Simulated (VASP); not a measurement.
Input:

```yaml
crystal:
  lattice:
    - [-3.28063, 3.28063, 2.98049]
    - [3.28063, -3.28063, 2.98049]
    - [3.28063, 3.28063, -2.98049]
  atoms:
    - { symbol: Hf, position: [0.00000, 0.00000, 0.00000] }
    - { symbol: Hf, position: [0.75000, 0.25000, 0.50000] }
    - { symbol: Si, position: [0.25000, 0.75000, 0.50000] }
    - { symbol: Si, position: [0.50000, 0.50000, 0.00000] }
    - { symbol: O, position: [0.13212, 0.31743, 0.81469] }
    - { symbol: O, position: [0.06743, 0.75274, 0.68531] }
    - { symbol: O, position: [0.50274, 0.31743, 0.18531] }
    - { symbol: O, position: [0.06743, 0.38212, 0.31469] }
    - { symbol: O, position: [0.61788, 0.93257, 0.68531] }
    - { symbol: O, position: [0.68257, 0.86788, 0.18531] }
    - { symbol: O, position: [0.24726, 0.93257, 0.31469] }
    - { symbol: O, position: [0.68257, 0.49726, 0.81469] }
```

These are PBEsol GGA, VASP's PBE PAW potentials (set 64) (plane waves; VASP 6.6.1) values and carry that method's errors. Run with 520 eV cut-off, 6×6×6 Γ-centred mesh, tetrahedra with Blöchl corrections, potentials Hf_pv Si O.

The cores are frozen, which limits the accuracy of field gradients.

Problem. Give the principal components of the electric field gradient (V/Å²) and the asymmetry η at each nucleus.

Solution. 
| atom | Vxx | Vyy | Vzz | η |
|---|---|---|---|---|
| Hf1 | -63.0 | -63.0 | 125.9 | 0.00 |
| Hf2 | -63.0 | -63.0 | 125.9 | 0.00 |
| Si3 | 11.8 | 11.8 | -23.7 | 0.00 |
| Si4 | 11.8 | 11.8 | -23.7 | 0.00 |
| O5 | -40.4 | -3.4 | 43.9 | 0.84 |
| O6 | -40.4 | -3.4 | 43.9 | 0.84 |
| O7 | -40.4 | -3.4 | 43.9 | 0.84 |
| O8 | -40.4 | -3.4 | 43.9 | 0.84 |
| O9 | -40.4 | -3.4 | 43.9 | 0.84 |
| O10 | -40.4 | -3.4 | 43.9 | 0.84 |
| O11 | -40.4 | -3.4 | 43.9 | 0.84 |
| O12 | -40.4 | -3.4 | 43.9 | 0.84 |

The structure comes from a computed database's HfSiO4 entry (I4_1/amd); how it stands against other phases isn't given here. It was relaxed first.
